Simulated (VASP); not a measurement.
# Ni5Au (P6/mmm) in VASP: a series of runs, part 2 of 2

VASP 6.6.1. The steps go on from the part before.

**3. Single point, PBEsol+D3(BJ)**

Input file INCAR:

```
PREC = Accurate
ENCUT = 520
EDIFF = 1E-7
ISMEAR = -1
SIGMA = 0.0187
LREAL = F
LASPH = T
NELM = 100
ALGO = Normal
ISIF = 2
LWAVE = F
LCHARG = T
GGA = PS
IVDW = 12
LELF = T
LVHAR = T
NBANDS = 40
```

Input file KPOINTS:

```
regular mesh
0
Gamma
  5 5 5
```

Input file POSCAR:

```
Ni5Au
1.0
    2.3527280000      4.0750410000      0.0000000000
   -2.3527280000      4.0750410000      0.0000000000
    0.0000000000      0.0000000000      3.7391980000
Ni Au
5 1
Direct
    0.3333000000      0.3334000000      0.0000000000
    0.6666000000      0.6667000000      0.0000000000
    0.5000000000      0.5000000000      0.5000000000
    0.5000000000      0.0000000000      0.5000000000
    0.0000000000      0.5000000000      0.5000000000
    0.0000000000      0.0000000000      0.0000000000
```

Potentials or basis: VASP PAW PBE potentials, release 64 (Ni, Au).

Launch:

```bash
$ cat potpaw_PBE.64/Ni/POTCAR potpaw_PBE.64/Au/POTCAR > POTCAR
$ mpirun -np 1 vasp_std > vasp.out
```

OUTCAR:

```text
PREC = Accurate
   ENCUT = 520
   EDIFF = 1E-7
   ISMEAR = -1
   LREAL = F
   LASPH = T
   NELM = 100
   ISIF = 2
   GGA = PS
   IVDW = 12
 IVDW          = 12

 ion  position               nearest neighbor table
   1  0.333  0.333  0.000-   3 2.31   3 2.31   5 2.31   5 2.31   4 2.31   4 2.31   2 2.72   6 2.72
                             6 2.72   2 2.72   2 2.72   6 2.72
   2  0.667  0.667  0.000-   3 2.31   3 2.31   4 2.31   4 2.31   5 2.31   5 2.31   1 2.72   6 2.72
                             6 2.72   1 2.72   1 2.72   6 2.72
   3  0.500  0.500  0.500-   1 2.31   2 2.31   1 2.31   2 2.31   4 2.35   5 2.35   4 2.35   5 2.35
                             6 3.01   6 3.01   6 3.01   6 3.01
   4  0.500  0.000  0.500-   2 2.31   2 2.31   1 2.31   1 2.31   3 2.35   3 2.35   5 2.35   5 2.35
                             6 3.01   6 3.01   6 3.01   6 3.01
   5  0.000  0.500  0.500-   1 2.31   1 2.31   2 2.31   2 2.31   3 2.35   3 2.35   4 2.35   4 2.35
                             6 3.01   6 3.01   6 3.01   6 3.01
   6  0.000  0.000  0.000-   2 2.72   1 2.72   2 2.72   1 2.72   2 2.72   1 2.72   4 3.01   5 3.01
                             4 3.01   5 3.01   5 3.01   5 3.01   4 3.01   4 3.01   3 3.01   3 3.01

  LATTYP: Found a hexagonal cell.
 ALAT       =     4.7054530275
 C/A-ratio  =     0.7946520724

  Lattice vectors:

 A1 = (   2.3527280000,  -4.0750410000,   0.0000000000)
 A2 = (   2.3527280000,   4.0750410000,   0.0000000000)
 A3 = (   0.0000000000,   0.0000000000,   3.7391980000)

Analysis of symmetry for initial positions (statically):
=====================================================================
 Subroutine PRICEL returns:
 Original cell was already a primitive cell.

 Routine SETGRP: Setting up the symmetry group for a
 hexagonal supercell.

 Subroutine GETGRP returns: Found  4 space group operations
 (whereof  4 operations were pure point group operations)
 out of a pool of 24 trial point group operations.

The static configuration has the point symmetry C_2v.

Analysis of symmetry for dynamics (positions and initial velocities):
=====================================================================
 Subroutine PRICEL returns:
[... 142 lines left out ...]
   GGA     = PS    functional components
   LHFCALC =     F    Hartree Fock is set to
   AEXX    =    0.0000 exact exchange contribution
   IVDW    =    12    specifies the selected vdW correction
   LEPSILON=     F    determine dielectric tensor
   LRPA    =     F    only Hartree local field effects (RPA)
 non-spin polarized calculation
  energy-cutoff  :      520.00
  volume of cell :       71.70
 maximum number of plane-waves:      1946
   NGX = 17   NGY = 17   NGZ = 13

 number of electron      61.0000002 magnetization

 Free energy of the ion-electron system (eV)
  ---------------------------------------------------
  ext. energy  EPLUGINS =         0.00000000
  ---------------------------------------------------
  free energy    TOTEN  =       -32.77944694 eV

  energy without entropy =      -32.76063527  energy(sigma->0) =      -32.77004110

 E-fermi :   9.0076     XC(G=0): -13.2140

 val. band max:        8.9985402642   @ k =  -0.4000   0.2000   0.4000
 cond. band min:       9.0076517101   @ k =   0.2000   0.0000   0.4000
 fundamental gap:      0.0091114459
 Fermi energy:         9.0075962445

 k-point     1 :       0.0000    0.0000    0.0000
  band No.  band energies     occupation
      1      -0.1429      2.00000
      2       3.5853      2.00000
      3       3.9888      2.00000
      4       3.9888      2.00000
      5       4.2969      2.00000
      6       4.5507      2.00000
[... 1021 lines left out ...]
     39      18.1300      0.00000
     40      18.2108      0.00000

 [... further k-points ...]

------------------------ aborting loop because EDIFF is reached ----------------------------------------

 Edisp (eV)   -2.70716

 E8    (eV) :    -1.7870

  FORCE on cell =-STRESS in cart. coord.  units (eV):
  Direction    XX          YY          ZZ          XY          YZ          ZX
  --------------------------------------------------------------------------------------
  -------------------------------------------------------------------------------------
  Total      -3.84585    -3.84305     4.12040     0.00000     0.00000     0.00000
  in kB     -85.93916   -85.87658    92.07427     0.00000     0.00000     0.00000
  external pressure =      -26.58 kB  Pullay stress =        0.00 kB

 VOLUME and BASIS-vectors are now :
 -----------------------------------------------------------------------------
  energy-cutoff  :      520.00
  volume of cell :       71.70
      direct lattice vectors                 reciprocal lattice vectors
     2.352728000  4.075041000  0.000000000     0.212519254  0.122698152  0.000000000
    -2.352728000  4.075041000  0.000000000    -0.212519254  0.122698152  0.000000000
     0.000000000  0.000000000  3.739198000     0.000000000  0.000000000  0.267437028

 POSITION                                       TOTAL-FORCE (eV/Angst)
 -----------------------------------------------------------------------------------
     -0.00024      2.71683      0.00000         0.001475     -0.001136      0.000000
     -0.00024      5.43325      0.00000         0.001475      0.001136      0.000000
      0.00000      4.07504      1.86960         0.000268      0.000000      0.000000
      1.17636      2.03752      1.86960        -0.001010      0.000738      0.000000
     -1.17636      2.03752      1.86960        -0.001010     -0.000738      0.000000
      0.00000      0.00000      0.00000        -0.001197      0.000000      0.000000
 -----------------------------------------------------------------------------------
    total drift:                                0.000013      0.000000      0.000000

  FREE ENERGIE OF THE ION-ELECTRON SYSTEM (eV)
  ---------------------------------------------------
  free  energy   TOTEN  =       -35.4866032926 eV

  energy  without entropy=      -35.4677916295  energy(sigma->0) =      -35.47719746
```

Wall time 47 s (1 thread of Intel Xeon 6975P-C (Granite Rapids), shared host); peak memory 0.22 GiB.

What came out:

```yaml
Free_energy: -35.4866 eV
Pressure: -2.7 GPa
Band_gap_on_the_k_mesh: none (metal or under the smearing width)
Dispersion_energy_per_atom: -0.451 eV
```

Stress tensor (GPa, compression positive):
```
-8.59  0.00  0.00
 0.00 -8.59  0.00
 0.00  0.00  9.21
```

Caveat: the PAW data sets were made with another functional, which shifts forces and pressure a little; pairwise dispersion overbinds metals, which lowers pressure and volume. Spin polarisation is off, so any magnetic state and its effect on volume and gap are missing.

**4. Single point, PBEsol**

Input file INCAR:

```
SYSTEM = Ni5Au
PREC = Accurate ; ENCUT = 520
EDIFF = 1E-7 ; ISMEAR = -1
SIGMA = 0.0187 ; LREAL = .FALSE.
LASPH = .TRUE. ; NELM = 60
ALGO = Normal ; ISIF = 2
LWAVE = .FALSE. ; LCHARG = .FALSE.
GGA = PS ; NBANDS = 40
```

Input file KPOINTS:

```
Automatic mesh
0
G
  5 5 5
  0 0 0
```

POSCAR is that of step 3.

Launch:

```bash
$ cat potpaw_PBE.64/Ni/POTCAR potpaw_PBE.64/Au/POTCAR > POTCAR
$ mpirun -np 1 vasp_std > vasp.out
```

Run time: 54 s. Hardware: 1 thread of Intel Xeon 6975P-C (Granite Rapids), shared host; peak memory 0.21 GiB.

Results (log left out):

| Item | Value |
| --- | --- |
| Free energy | -32.7794 eV |
| Pressure | 3.3 GPa |
| Band gap on the k mesh | none (metal or under the smearing width) |

Stress tensor (GPa, compression positive):
```
-2.61  0.00  0.00
 0.00 -2.61  0.00
 0.00  0.00 15.20
```

Levels at points of the mesh, in eV from the Fermi level:
```tsv
k point	band 26	band 27	band 28	band 29	band 30	band 31	band 32	band 33	band 34	band 35
(0.00, 0.00, 0.00)	-0.55	-0.22	-0.22	0.29	0.29	0.35	1.44	1.66	2.37	2.37
```

Caveat: the PAW data sets were made with another functional, which shifts forces and pressure a little. Spin polarisation is off, so any magnetic state and its effect on volume and gap are missing.
